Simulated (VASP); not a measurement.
Here is the system:

```yaml
crystal:
  lattice:
    - [0.00000, 3.28201, 3.28201]
    - [3.28201, 0.00000, 3.28201]
    - [3.28201, 3.28201, 0.00000]
  atoms:
    - { symbol: Na, position: [0.25000, 0.25000, 0.25000] }
    - { symbol: Na, position: [0.75000, 0.75000, 0.75000] }
    - { symbol: S, position: [0.00000, 0.00000, 0.00000] }
```

All values below come from PBE GGA, VASP's PBE PAW potentials (set 64) (plane waves; VASP). Numerical set-up: 520 eV cut-off, Gaussian smearing of 0.050 eV, potentials Na_pv S.

Give the energies of bands 8 to 13 at the high-symmetry points, in eV from the valence-band maximum.

```json
[
 {"band": "8", "Γ": "0.00", "X": "-1.45", "U": "-1.21", "L": "-1.62", "W": "-1.01"},
 {"band": "9", "Γ": "0.00", "X": "-0.45", "U": "-0.92", "L": "-0.13", "W": "-1.01"},
 {"band": "10", "Γ": "0.00", "X": "-0.45", "U": "-0.35", "L": "-0.13", "W": "-0.57"},
 {"band": "11", "Γ": "2.45", "X": "3.84", "U": "4.54", "L": "4.75", "W": "4.80"},
 {"band": "12", "Γ": "7.71", "X": "5.97", "U": "6.37", "L": "6.41", "W": "7.17"},
 {"band": "13", "Γ": "7.71", "X": "8.37", "U": "7.79", "L": "7.12", "W": "7.17"}
]
```

The gap is direct, 2.45 eV, from the valence maximum at Γ to the conduction minimum at Γ.

The compound is Na2S in the antifluorite structure. It was relaxed first.
